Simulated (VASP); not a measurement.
Consider the following.

```
MnS
1.0
    0.00000     2.81955     2.81955
    2.81955     0.00000     2.81955
    2.81955     2.81955     0.00000
Mn S
1 1
Direct
  0.00000   0.00000   0.00000
  0.25000   0.25000   0.25000
```
Starting moments (μB, in the order of the record's atoms Mn S): 4.5 0.1.

Method: r2SCAN meta-GGA, VASP's PBE PAW potentials (set 64) (plane waves; VASP). Settings: 400 eV cut-off, 7×7×7 Γ-centred mesh, Gaussian smearing of 0.050 eV, potentials Mn_pv S.

The moments were started parallel, and other spin orders were not tried in this run.

**Question.** Estimate the cell moment, energy per atom (σ→0).

**Answer.** 
- cell moment: 5.00 μB
- energy per atom (σ→0): -12.441 eV/atom

**Question.** Give the moment on each site (PAW-sphere projection).

**Answer.** 
```
site  moment (μB)
----  -----------
Mn1          4.47
S2           0.07
```

The absolute energy has meaning only against runs of the same code, potentials and settings.

The structure was generated: MnS was put into the zinc blende type (F-43m), which need not be its known phase. It was relaxed first. The start is the result of an earlier pass.
